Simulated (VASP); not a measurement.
Data:

```
MoSe2
1.0
    1.64150    -2.84316     0.00000
    1.64150     2.84316     0.00000
    0.00000     0.00000    12.81595
Mo Se
2 4
Direct
  0.33333   0.66667   0.25000
  0.66667   0.33333   0.75000
  0.33333   0.66667   0.88071
  0.66667   0.33333   0.38071
  0.66667   0.33333   0.11929
  0.33333   0.66667   0.61929
```

Calculation: PBE GGA with D4 dispersion, VASP's PBE PAW potentials (set 64) (plane waves; VASP). Settings: 520 eV cut-off, Gaussian smearing of 0.050 eV, potentials Mo_sv Se.

Task: Give the energies of bands 17 to 30 at the high-symmetry points, in eV from the valence-band maximum.

Result: 
```
band      Γ      M      K      A      L      H
----  -----  -----  -----  -----  -----  -----
17    -2.50  -4.66  -4.62  -2.49  -4.21  -4.42
18    -2.48  -3.90  -4.26  -2.49  -4.21  -4.42
19    -2.48  -3.20  -3.76  -2.39  -3.15  -4.13
20    -1.52  -3.09  -3.76  -2.39  -3.15  -4.13
21    -1.52  -2.53  -3.67  -1.49  -2.41  -3.13
22    -1.47  -2.23  -3.67  -1.49  -2.41  -3.13
23    -1.47  -1.21  -2.38  -1.49  -1.14  -2.60
24    -1.15  -1.16  -2.38  -1.49  -1.14  -2.60
25    -0.72  -1.10  -0.51  -0.17  -1.02  -0.41
26     0.00  -0.87  -0.28  -0.17  -1.02  -0.41
27     2.48   1.56   1.17   2.49   1.58   1.18
28     2.48   1.61   1.17   2.49   1.58   1.18
29     2.56   1.80   1.56   2.49   2.00   2.08
30     2.56   2.17   2.65   2.49   2.00   2.08
```

The gap is indirect, 0.77 eV, from the valence maximum at Γ to the conduction minimum at K-Γ at 0.44.

Measured: gap 1.09 eV (computed value off by -0.32 eV), as given by Li et al., (2013), arXiv:1302.0733.

The compound is MoSe2 in the 2H layered structure. It was relaxed first.
